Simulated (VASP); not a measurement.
# Y2CF2 (P-3m1) in VASP: settings compared, part 2 of 3

VASP 6.6.1.

## 3. Band structure, LDA

Input file INCAR:

```
ALGO = Fast
EDIFF = 1E-7
ENCUT = 520
ISIF = 2
ISMEAR = 0
KPAR = 2
LASPH = T
LCHARG = F
LMAXMIX = 4
LREAL = F
LWAVE = F
NBANDS = 28
NELM = 80
PREC = Accurate
SIGMA = 0.03
```

Input file KPOINTS:

```
k-points
0
Gamma
  9 9 4
```

Input file POSCAR:

```
Y2CF2                                   
1.0
    3.6252869395      0.0000000000      0.0000000000
   -1.8126434697      3.1395905881      0.0000000000
    0.0000000000      0.0000000000      6.3205502256
  Y               C               F             
     2     1     2
Direct
     0.3333333300000021    0.6666666699999979    0.2131518188637478
     0.6666666699999979    0.3333333300000021    0.7868481811362522
     0.0000000000000000    0.0000000000000000    0.0000000000000000
     0.3333333300000021    0.6666666699999979    0.6142807141881436
     0.6666666699999979    0.3333333300000021    0.3857192858118635
```

KPOINTS_OPT is that of step 2.

Potentials or basis: VASP PAW LDA potentials, release 64 (Y_sv, C, F).

Started as:

```bash
> cat potpaw_LDA.64/Y_sv/POTCAR potpaw_LDA.64/C/POTCAR potpaw_LDA.64/F/POTCAR > POTCAR
> mpirun -np 2 vasp_std > vasp.out
```

OUTCAR:

```text
EDIFF = 1E-7
   ENCUT = 520
   ISIF = 2
   ISMEAR = 0
   LASPH = T
   LREAL = F
   NELM = 80
   PREC = Accurate

 ion  position               nearest neighbor table
   1  0.333  0.667  0.213-   5 2.36   5 2.36   5 2.36   3 2.49   3 2.49   3 2.49   4 2.54   2 3.41
                             2 3.41   2 3.41   2 4.19   2 4.19   2 4.19
   2  0.667  0.333  0.787-   4 2.36   4 2.36   4 2.36   3 2.49   3 2.49   3 2.49   5 2.54   1 3.41
                             1 3.41   1 3.41   1 4.19   1 4.19   1 4.19
   3  0.000  0.000  0.000-   1 2.49   2 2.49   2 2.49   1 2.49   2 2.49   1 2.49
   4  0.333  0.667  0.614-   2 2.36   2 2.36   2 2.36   1 2.54
   5  0.667  0.333  0.386-   1 2.36   1 2.36   1 2.36   2 2.54

  LATTYP: Found a hexagonal cell.
 ALAT       =     3.6252869395
 C/A-ratio  =     1.7434620572

  Lattice vectors:

 A1 = (   3.6252869395,   0.0000000000,   0.0000000000)
 A2 = (  -1.8126434697,   3.1395905881,   0.0000000000)
 A3 = (   0.0000000000,   0.0000000000,   6.3205502256)

Analysis of symmetry for initial positions (statically):
[... 180 lines left out ...]
  energy without entropy =      -41.29815019  energy(sigma->0) =      -41.29815019

 E-fermi :   3.9351     XC(G=0): -11.1051

 val. band max:        3.7001118608   @ k =   0.0000   0.0000   0.5000
 cond. band min:       4.7655341996   @ k =   0.4444  -0.0000   0.0000
 fundamental gap:      1.0654223388
 Fermi energy:         3.9351494553

 k-point     1 :       0.0000    0.0000    0.0000
  band No.  band energies     occupation
      1     -37.5033      2.00000
      2     -37.4275      2.00000
      3     -21.3336      2.00000
      4     -20.3631      2.00000
      5     -17.4902      2.00000
      6     -17.4814      2.00000
[... 733 lines left out ...]
     27       9.5697      0.00000
     28      10.2684      0.00000

 [... further k-points ...]

------------------------ aborting loop because EDIFF is reached ----------------------------------------

  FORCE on cell =-STRESS in cart. coord.  units (eV):
  Direction    XX          YY          ZZ          XY          YZ          ZX
  --------------------------------------------------------------------------------------
  -------------------------------------------------------------------------------------
  Total       -1.6165250     -1.6165250     -1.8093872     -0.0000000      0.0000000      0.0000000
  in kB      -36.0016764    -36.0016765    -40.2969152     -0.0000000      0.0000000      0.0000000
  external PRESSURE =     -37.4334227 kB  Pullay stress =       0.0000000 kB

 VOLUME and BASIS-vectors are now :
 -----------------------------------------------------------------------------
  energy-cutoff  :      520.00
  volume of cell :       71.94
      direct lattice vectors                 reciprocal lattice vectors
     3.625286940  0.000000000  0.000000000     0.275840235  0.159256434  0.000000000
    -1.812643470  3.139590588  0.000000000     0.000000000  0.318512867  0.000000000
     0.000000000  0.000000000  6.320550226     0.000000000  0.000000000  0.158214074

 POSITION                                       TOTAL-FORCE (eV/Angst)
 -----------------------------------------------------------------------------------
     -0.00000      2.09306      1.34724         0.000000      0.000000      0.137473
      1.81264      1.04653      4.97331        -0.000000     -0.000000     -0.137473
      0.00000      0.00000      0.00000         0.000000      0.000000     -0.000000
     -0.00000      2.09306      3.88259         0.000000     -0.000000      0.034765
      1.81264      1.04653      2.43796        -0.000000      0.000000     -0.034765
 -----------------------------------------------------------------------------------
    total drift:                               -0.000000      0.000000     -0.000000

  FREE ENERGIE OF THE ION-ELECTRON SYSTEM (eV)
  ---------------------------------------------------
  free  energy   TOTEN  =       -41.2981501894 eV

  energy  without entropy=      -41.2981501894  energy(sigma->0) =      -41.29815019
```

OSZICAR:

```text
N       E                     dE             d eps       ncg     rms          rms(c)
DAV:   1     0.228226019050E+03    0.22823E+03   -0.21711E+04  2408   0.144E+03
DAV:   2    -0.304946597106E+02   -0.25872E+03   -0.25130E+03  2940   0.341E+02
DAV:   3    -0.475073226229E+02   -0.17013E+02   -0.16944E+02  3692   0.743E+01
DAV:   4    -0.484400372492E+02   -0.93271E+00   -0.93217E+00  3644   0.130E+01
DAV:   5    -0.484531027984E+02   -0.13066E-01   -0.13064E-01  3304   0.166E+00    0.446E+01
RMM:   6    -0.412300558624E+02    0.72230E+01   -0.22887E+01  2816   0.175E+01    0.382E+01
RMM:   7    -0.412718887448E+02   -0.41833E-01   -0.33492E+00  3493   0.704E+00    0.246E+01
RMM:   8    -0.412854078662E+02   -0.13519E-01   -0.13762E+00  3715   0.441E+00    0.488E+00
RMM:   9    -0.412877873038E+02   -0.23794E-02   -0.29630E-01  3898   0.220E+00    0.130E+00
RMM:  10    -0.412949908968E+02   -0.72036E-02   -0.96004E-02  4363   0.100E+00    0.808E-01
[... 58 further cycles ...]
DAV:  10    -0.200295275332E+05   -0.13177E-07     1980
       N       E                     dE             ncg
DAV:   1    -0.843185649727E+04   -0.68480E+05     2408
DAV:   2    -0.192300767122E+05   -0.10798E+05     2840
DAV:   3    -0.200189349377E+05   -0.78886E+03     3748
DAV:   4    -0.200603474969E+05   -0.41413E+02     3476
DAV:   5    -0.200612969913E+05   -0.94949E+00     3400
DAV:   6    -0.200613142144E+05   -0.17223E-01     3476
DAV:   7    -0.200613143623E+05   -0.14792E-03     3384
DAV:   8    -0.200613143646E+05   -0.22596E-05     2960
DAV:   9    -0.200613143646E+05   -0.50695E-07     2300
```

stdout:

```text
POSCAR found type information on POSCAR Y C F
 POSCAR found :  3 types and       5 ions
 scaLAPACK will be used
 LDA part: xc-table for (Slater(with rela. corr.)+CA(PZ))
 , standard interpolation
 POSCAR, INCAR and KPOINTS ok, starting setup
 FFT: planning ... GRIDC
[... 11 lines left out ...]
 num prob  num prob  num prob  num prob  num prob  num prob  num prob  num prob  num prob  num prob  num prob  num prob  num prob  num prob  num prob  num prob  num prob  num prob WARNING in EDDRMM: call to ZHEGV failed, returncode =   8  4      8
 num prob  num prob  num prob  num prob  num prob  num prob  num prob  num prob  num prob  num prob  num prob  num prob  num prob  num prob RMM:  22    -0.412981501894E+02   -0.61589E-07   -0.71579E-07  2898   0.290E-03
 Start KPOINTS_OPT (optional k-point list driver)
k-point batch [1-43\258]
k-point batch [44-86\258]
k-point batch [87-129\258]
k-point batch [130-172\258]
k-point batch [173-215\258]
k-point batch [216-258\258]
```

It took 2.6 min on 2 MPI ranks of Intel Xeon Platinum 8488C (Sapphire Rapids), shared host; peak memory 0.28 GiB.

Results:

| Item | Value |
| --- | --- |
| Free energy | -41.2982 eV |
| Pressure | -3.7 GPa |
| Largest force | 0.137 eV/Å |
| Band gap on the k mesh | 1.07 eV, indirect (least direct gap 1.20 eV) |
| Band gap along the path | 1.02 eV, indirect (least direct gap 1.16 eV) |

Forces on the atoms (eV/Å):
```
Y    0.000  0.000  0.137
Y    0.000  0.000 -0.137
C    0.000  0.000  0.000
F    0.000  0.000  0.035
F    0.000  0.000 -0.035
```

Levels at the corners of the path, in eV from the valence-band top:
```tsv
point	band 17	band 18	band 19	band 20	band 21	band 22	band 23	band 24
Γ	-6.07	-1.31	-0.01	-0.01	2.93	2.93	2.97	4.08
M	-5.61	-1.56	-0.40	-0.14	1.02	4.26	4.84	5.34
M	-5.61	-1.56	-0.40	-0.14	1.02	4.26	4.84	5.34
K	-5.62	-1.18	-1.18	-0.46	2.48	3.78	3.78	5.01
K	-5.62	-1.18	-1.18	-0.46	2.48	3.78	3.78	5.01
Γ	-6.07	-1.31	-0.01	-0.01	2.93	2.93	2.97	4.08
Γ	-6.07	-1.31	-0.01	-0.01	2.93	2.93	2.97	4.08
A	-5.48	-1.53	0.00	0.00	3.07	3.07	3.28	4.20
A	-5.48	-1.53	0.00	0.00	3.07	3.07	3.28	4.20
L	-5.63	-1.34	-0.50	-0.19	1.51	3.99	5.47	5.51
L	-5.63	-1.34	-0.50	-0.19	1.51	3.99	5.47	5.51
H	-5.60	-1.01	-1.01	-0.55	3.06	4.08	4.36	4.36
H	-5.60	-1.01	-1.01	-0.55	3.06	4.08	4.36	4.36
A	-5.48	-1.53	0.00	0.00	3.07	3.07	3.28	4.20
L	-5.63	-1.34	-0.50	-0.19	1.51	3.99	5.47	5.51
M	-5.61	-1.56	-0.40	-0.14	1.02	4.26	4.84	5.34
K	-5.62	-1.18	-1.18	-0.46	2.48	3.78	3.78	5.01
H	-5.60	-1.01	-1.01	-0.55	3.06	4.08	4.36	4.36
```

Expect the measured gap to be larger: semilocal functionals such as LDA lack the derivative discontinuity.

## 4. Band structure, r2SCAN

INCAR: that of step 3 with these lines changed.

```diff
@@ -1,2 +1,2 @@
-ALGO = Fast
+ALGO = Normal
 EDIFF = 1E-7
@@ -9,4 +9,6 @@
 LMAXMIX = 4
+LMIXTAU = T
 LREAL = F
 LWAVE = F
+METAGGA = R2SCAN
 NBANDS = 28
```

KPOINTS is that of step 3.

POSCAR is that of step 3.

KPOINTS_OPT is that of step 3.

Potentials or basis: VASP PAW PBE potentials, release 64 (Y_sv, C, F).

Started as:

```bash
> cat potpaw_PBE.64/Y_sv/POTCAR potpaw_PBE.64/C/POTCAR potpaw_PBE.64/F/POTCAR > POTCAR
> mpirun -np 2 vasp_std > vasp.out
```

It took 7.1 min on 2 MPI ranks of Intel Xeon Platinum 8488C (Sapphire Rapids), shared host; peak memory 0.28 GiB.

It converged, with:

| Item | Value |
| --- | --- |
| Free energy | -70.2876 eV |
| Pressure | 3.1 GPa |
| Largest force | 0.094 eV/Å |
| Band gap on the k mesh | 1.47 eV, indirect (least direct gap 1.62 eV) |
| Band gap along the path | 1.42 eV, indirect (least direct gap 1.58 eV) |

Forces in eV/Å, atoms in the order of the input:
```
Y    0.000  0.000  0.084
Y    0.000  0.000 -0.084
C    0.000  0.000  0.000
F    0.000  0.000 -0.094
F    0.000  0.000  0.094
```

Stress tensor (GPa, compression positive):
```
3.52 0.00 0.00
0.00 3.52 0.00
0.00 0.00 2.37
```

Levels at the corners of the path, in eV from the valence-band top:
| point | band 16 | band 17 | band 18 | band 19 | band 20 | band 21 | band 22 | band 23 | band 24 | band 25 |
| --- | --- | --- | --- | --- | --- | --- | --- | --- | --- | --- |
| Γ | -6.47 | -6.47 | -1.30 | -0.02 | -0.02 | 3.39 | 3.39 | 3.44 | 4.57 | 5.54 |
| M | -6.11 | -6.03 | -1.55 | -0.44 | -0.15 | 1.42 | 4.73 | 5.36 | 5.84 | 6.08 |
| M | -6.11 | -6.03 | -1.55 | -0.44 | -0.15 | 1.42 | 4.73 | 5.36 | 5.84 | 6.08 |
| K | -6.07 | -6.03 | -1.16 | -1.16 | -0.49 | 2.88 | 4.27 | 4.27 | 5.50 | 6.74 |
| K | -6.07 | -6.03 | -1.16 | -1.16 | -0.49 | 2.88 | 4.27 | 4.27 | 5.50 | 6.74 |
| Γ | -6.47 | -6.47 | -1.30 | -0.02 | -0.02 | 3.39 | 3.39 | 3.44 | 4.57 | 5.54 |
| Γ | -6.47 | -6.47 | -1.30 | -0.02 | -0.02 | 3.39 | 3.39 | 3.44 | 4.57 | 5.54 |
| A | -6.42 | -5.94 | -1.48 | 0.00 | 0.00 | 3.52 | 3.52 | 3.72 | 4.72 | 5.52 |
| A | -6.42 | -5.94 | -1.48 | 0.00 | 0.00 | 3.52 | 3.52 | 3.72 | 4.72 | 5.52 |
| L | -6.12 | -6.04 | -1.35 | -0.53 | -0.20 | 1.90 | 4.44 | 6.01 | 6.01 | 6.32 |
| L | -6.12 | -6.04 | -1.35 | -0.53 | -0.20 | 1.90 | 4.44 | 6.01 | 6.01 | 6.32 |
| H | -6.07 | -6.01 | -1.01 | -1.01 | -0.57 | 3.49 | 4.51 | 4.83 | 4.83 | 6.12 |
| H | -6.07 | -6.01 | -1.01 | -1.01 | -0.57 | 3.49 | 4.51 | 4.83 | 4.83 | 6.12 |
| A | -6.42 | -5.94 | -1.48 | 0.00 | 0.00 | 3.52 | 3.52 | 3.72 | 4.72 | 5.52 |
| L | -6.12 | -6.04 | -1.35 | -0.53 | -0.20 | 1.90 | 4.44 | 6.01 | 6.01 | 6.32 |
| M | -6.11 | -6.03 | -1.55 | -0.44 | -0.15 | 1.42 | 4.73 | 5.36 | 5.84 | 6.08 |
| K | -6.07 | -6.03 | -1.16 | -1.16 | -0.49 | 2.88 | 4.27 | 4.27 | 5.50 | 6.74 |
| H | -6.07 | -6.01 | -1.01 | -1.01 | -0.57 | 3.49 | 4.51 | 4.83 | 4.83 | 6.12 |

Caveat: the PAW data sets were made with another functional, which shifts forces and pressure a little.

## 5. Band structure, PBE, spin-orbit coupling, no magnetisation

Input file INCAR:

```
ALGO = Fast
EDIFF = 1E-7
ENCUT = 520
GGA = PE
GGA_COMPAT = F
ISIF = 2
ISMEAR = 0
KPAR = 2
LASPH = T
LCHARG = F
LMAXMIX = 4
LORBIT = 11
LREAL = F
LSORBIT = T
LWAVE = F
MAGMOM = 0 0 0 0 0 0 0 0 0 0 0 0 0 0 0
NBANDS = 55
NELM = 80
PREC = Accurate
SIGMA = 0.03
```

Input file KPOINTS:

```
k-points
0
Gamma
  6 6 3
```

POSCAR is that of step 4.

KPOINTS_OPT is that of step 4.

Started as:

```bash
> cat potpaw_PBE.64/Y_sv/POTCAR potpaw_PBE.64/C/POTCAR potpaw_PBE.64/F/POTCAR > POTCAR
> mpirun -np 2 vasp_ncl > vasp.out
```

It took 10 min on 2 MPI ranks of Intel Xeon Platinum 8488C (Sapphire Rapids), shared host; peak memory 0.47 GiB.

Results (log left out):

```yaml
Free_energy: -37.9482 eV
Pressure: 4.7 GPa
Largest_force: 0.134 eV/Å
Valence_electrons_inside_the_program's_atomic_spheres: Y 9.73; C 2.32; F 6.13
```

Forces on the atoms (eV/Å):
```
Y    0.000  0.000 -0.134
Y    0.000  0.000  0.134
C    0.000  0.000  0.000
F    0.000  0.000 -0.046
F    0.000  0.000  0.046
```

Stress tensor (GPa, compression positive):
```
4.74 0.00 0.00
0.00 4.74 0.00
0.00 0.00 4.63
```

## 6. Dielectric tensor, PBE

Input file INCAR:

```
PREC     = Accurate       # precision mode
ENCUT    = 520            # plane-wave cutoff, eV
EDIFF    = 1E-8           # SCF threshold, eV
ISMEAR   = 0              # smearing method
SIGMA    = 0.03           # smearing width, eV
LREAL    = False          # projectors in reciprocal space
LASPH    = True           # aspherical terms in the spheres
NELM     = 80             # most SCF steps
ALGO     = Fast           # electronic algorithm
ISIF     = 2              # what is computed and relaxed
LWAVE    = False          # write WAVECAR
LCHARG   = False          # write CHGCAR
GGA      = PE             # functional
LEPSILON = True           # dielectric tensor by DFPT
KPAR     = 2
```

Input file KPOINTS:

```
Automatic mesh
0
Gamma
  12 12 6
```

POSCAR is that of step 5.

Potentials or basis: VASP PAW PBE potentials, release 64 (Y_sv, C, F).

Started as:

```bash
> cat potpaw_PBE.64/Y_sv/POTCAR potpaw_PBE.64/C/POTCAR potpaw_PBE.64/F/POTCAR > POTCAR
> mpirun -np 2 vasp_std > vasp.out
```

OUTCAR:

```text
PREC = Accurate
   ENCUT = 520
   EDIFF = 1E-8
   ISMEAR = 0
   LREAL = False
   LASPH = True
   NELM = 80
   ISIF = 2
   GGA = PE
   LEPSILON = True

 ion  position               nearest neighbor table
   1  0.333  0.667  0.213-   5 2.36   5 2.36   5 2.36   3 2.49   3 2.49   3 2.49   4 2.54   2 3.41
                             2 3.41   2 3.41   2 4.19   2 4.19   2 4.19
   2  0.667  0.333  0.787-   4 2.36   4 2.36   4 2.36   3 2.49   3 2.49   3 2.49   5 2.54   1 3.41
                             1 3.41   1 3.41   1 4.19   1 4.19   1 4.19
   3  0.000  0.000  0.000-   1 2.49   2 2.49   2 2.49   1 2.49   2 2.49   1 2.49
   4  0.333  0.667  0.614-   2 2.36   2 2.36   2 2.36   1 2.54
   5  0.667  0.333  0.386-   1 2.36   1 2.36   1 2.36   2 2.54

  LATTYP: Found a hexagonal cell.
 ALAT       =     3.6252869395
 C/A-ratio  =     1.7434620572

  Lattice vectors:

 A1 = (   3.6252869395,   0.0000000000,   0.0000000000)
 A2 = (  -1.8126434697,   3.1395905881,   0.0000000000)
 A3 = (   0.0000000000,   0.0000000000,   6.3205502256)

Analysis of symmetry for initial positions (statically):
=====================================================================
 Subroutine PRICEL returns:
 Original cell was already a primitive cell.

 Routine SETGRP: Setting up the symmetry group for a
 hexagonal supercell.

 Subroutine GETGRP returns: Found 12 space group operations
 (whereof 12 operations were pure point group operations)
 out of a pool of 24 trial point group operations.

The static configuration has the point symmetry D_3d.

Analysis of symmetry for dynamics (positions and initial velocities):
=====================================================================
 Subroutine PRICEL returns:
 Original cell was already a primitive cell.

 Routine SETGRP: Setting up the symmetry group for a
 hexagonal supercell.

[... 851 lines left out ...]
 Free energy of the ion-electron system (eV)
  ---------------------------------------------------
  ---------------------------------------------------
  free energy    TOTEN  =        -1.55092356 eV

  energy without entropy =       -1.55092356

------------------------ aborting loop because EDIFF is reached ----------------------------------------

--------------------------------------- Ionic step        2  -------------------------------------------

------------------------ aborting loop because EDIFF is reached ----------------------------------------

--------------------------------------- Ionic step        3  -------------------------------------------

 Free energy of the ion-electron system (eV)
  ---------------------------------------------------
  ---------------------------------------------------
  free energy    TOTEN  =        -0.73656258 eV

  energy without entropy =       -0.73656258

------------------------ aborting loop because EDIFF is reached ----------------------------------------

 PIEZOELECTRIC TENSOR FIELD DIRECTION 3  (e Angst)
 -----------------------------------------------------------------------------
     0.00768 -0.00000  0.00000           (  0.00002  0.00000  0.00000)
     0.00000  0.00768  0.00000           (  0.00000  0.00002  0.00000)
     0.00000 -0.00000 -0.01426           (  0.00000  0.00000 -0.00002)

 PIEZOELECTRIC TENSOR FIELD DIRECTION 3  (C/m^2)
 -----------------------------------------------------------------------------
     0.00171 -0.00000  0.00000
     0.00000  0.00171  0.00000
     0.00000 -0.00000 -0.00318

 MACROSCOPIC STATIC DIELECTRIC TENSOR (including local field effects in DFT)
 ------------------------------------------------------
           8.231973     0.000000     0.000000
           0.000000     8.231973     0.000000
           0.000000    -0.000000     4.395993
 ------------------------------------------------------

 PIEZOELECTRIC TENSOR (including local field effects)  for field in x, y, z        (e  Angst)
          XX          YY          ZZ          XY          YZ          ZX
  --------------------------------------------------------------------------------
  x     0.00000     0.00000     0.00000     0.00000     0.00000     0.00000
  y     0.00000     0.00000     0.00000     0.00000     0.00000     0.00000
  z     0.00000     0.00000     0.00000     0.00000     0.00000     0.00000

 PIEZOELECTRIC TENSOR (including local field effects)  for field in x, y, z        (C/m^2)
          XX          YY          ZZ          XY          YZ          ZX
  --------------------------------------------------------------------------------
  x     0.00000     0.00000     0.00000     0.00000     0.00000     0.00000
  y     0.00000     0.00000     0.00000     0.00000     0.00000     0.00000
  z     0.00000     0.00000     0.00000     0.00000     0.00000     0.00000

 BORN EFFECTIVE CHARGES (including local field effects) (in |e|, cummulative output)
 ---------------------------------------------------------------------------------
 ion    1
    1     4.06210     0.00000     0.00000
    2     0.00000     4.06210     0.00000
    3     0.00000     0.00000     2.94051
 ion    2
    1     4.06210     0.00000     0.00000
    2     0.00000     4.06210     0.00000
    3     0.00000     0.00000     2.94051
 ion    3
    1    -4.85288    -0.00000     0.00000
    2    -0.00000    -4.85288    -0.00000
    3    -0.00000    -0.00000    -1.80402
 ion    4
    1    -1.63566    -0.00000    -0.00000
    2    -0.00000    -1.63566     0.00000
    3    -0.00000    -0.00000    -2.03850
 ion    5
    1    -1.63566    -0.00000    -0.00000
    2    -0.00000    -1.63566     0.00000
    3    -0.00000    -0.00000    -2.03850
```

It took 24 min on 2 MPI ranks of Intel Xeon Platinum 8488C (Sapphire Rapids), shared host; peak memory 1 GiB.

Results:

- Band gap on the k mesh: 1.12 eV, indirect (least direct gap 1.27 eV)
- Electronic dielectric tensor (diagonal): 8.23, 8.23, 4.40
- Born charges (mean of the diagonal): Y +3.69; C -3.84; F -1.77 e

Electronic dielectric tensor:
```
8.23 0.00 0.00
0.00 8.23 0.00
0.00 0.00 4.40
```

Born effective charge tensors (e):
atom 1, Y
```
4.06 0.00 0.00
0.00 4.06 0.00
0.00 0.00 2.94
```
atom 2, Y
```
4.06 0.00 0.00
0.00 4.06 0.00
0.00 0.00 2.94
```
atom 3, C
```
-4.85  0.00  0.00
 0.00 -4.85  0.00
 0.00  0.00 -1.80
```
atom 4, F
```
-1.64  0.00  0.00
 0.00 -1.64  0.00
 0.00  0.00 -2.04
```
atom 5, F
```
-1.64  0.00  0.00
 0.00 -1.64  0.00
 0.00  0.00 -2.04
```

A k mesh can miss the band edges.

(Part 2 of 3 ends here.)
